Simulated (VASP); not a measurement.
CsLiCr2Te2S3:

```
Cs Li Cr Te S
1.0
     6.10792   -0.01886    0.00581
    -2.28822    5.93151    0.00333
    -1.38462   -2.19395    7.56260
Cs Li Cr Te S
1 1 2 2 3
Direct
  0.06348 0.10178 0.99394
  0.57026 0.58143 0.57403
  0.07801 0.50138 0.57990
  0.43162 0.02972 0.53722
  0.54458 0.76732 0.28198
  0.01143 0.65932 0.29902
  0.77800 0.37133 0.70773
  0.39402 0.82508 0.74875
  0.19605 0.23009 0.48646
```

The cell was built by a generator and needn't be a form met in nature.

Program: VASP 6.6.1. Alike in all runs: level PBE; potentials or basis VASP PAW PBE potentials, release 64 (Cs_sv, Li_sv, Cr_pv, Te, S); spin collinear, ferromagnetic start; cell as given; k mesh 5 × 5 × 4; cutoff (eV) 520. Hardware: 4 MPI ranks on AMD EPYC 9R45 (Zen 5), with other jobs on the host.

Problem. Order these runs on this cell by their wall time, lowest first.
A. task density of states; smearing fermi-dirac 0.05 eV; further INCAR settings ALGO = Fast; EDIFF = 1e-07; k mesh for the DOS 8 × 8 × 6; occupations for the DOS tetrahedron
B. task dielectric tensor; smearing gaussian 0.02 eV; further INCAR settings ALGO = Fast; EDIFF = 1e-08
C. task optical spectrum; smearing fermi-dirac 0.05 eV; further INCAR settings ALGO = Fast; EDIFF = 1e-07; NBANDS = 57

Solution. C (590 s), A (2400 s), B (7500 s).

Caveats: only a ferromagnetic start was run, and an antiferromagnetic order may lie lower in energy; spectra need much finer meshes, so this one isn't converged (some runs); independent-particle spectra lack excitons (some runs); the intraband (Drude) part of a metal's response may be missing (some runs).
